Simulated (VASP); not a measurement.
Method: RPBE GGA, VASP's PBE PAW potentials (set 64) (plane waves; VASP).

The input files of a VASP run:

### KPOINTS
```
Automatic mesh
0
Gamma
11 11 11
0 0 0
```

**POSCAR**
```
CoGa
1
    2.9084224567    -0.0000000000     0.0000000000
    0.0000000000     2.9084224567    -0.0000000000
   -0.0000000000    -0.0000000000     2.9084224567
Ga Co
1 1
Direct
  0.5000000000   0.5000000000   0.5000000000
  0.0000000000   0.0000000000   0.0000000000
```

**INCAR**
```
LWAVE  =  F
ENCUT  =  520   # plane-wave cut-off (eV)
ISIF  =  3   # ions, shape and volume
PREC  =  Accurate
IBRION  =  2
LMAXMIX  =  4
LREAL  =  F   # projection in real space or not
EDIFF  =  1E-6   # SCF stop (eV)
SYSTEM  =  CoGa
GGA  =  RP   # RPBE
ALGO  =  Normal   # blocked Davidson
LASPH  =  T   # aspherical one-centre terms
EDIFFG  =  -0.01   # ionic stop
NELM  =  100   # most electronic steps
LCHARG  =  F
ISMEAR  =  1
NSW  =  60   # most ionic steps
SIGMA  =  0.1   # width (eV)
```

POTCAR, in this order: Ga_d Co (PBE.64 set). Program: vasp_std.

Question: What will the output report for the number of irreducible k-points (NKPTS), largest plane-wave count, number of space-group operations, FFT grid (NGX, NGY, NGZ)?

Answer: 
```yaml
number of irreducible k-points (NKPTS): 56
largest_plane_wave_count: 691
number_of_space_group_operations: 48
FFT grid (NGX, NGY, NGZ): 24 × 24 × 24
```

The compound is CoGa in the CsCl type structure. It was relaxed first. The start is the result of an earlier pass. The run is not spin-polarised, so no magnetic state was tried.
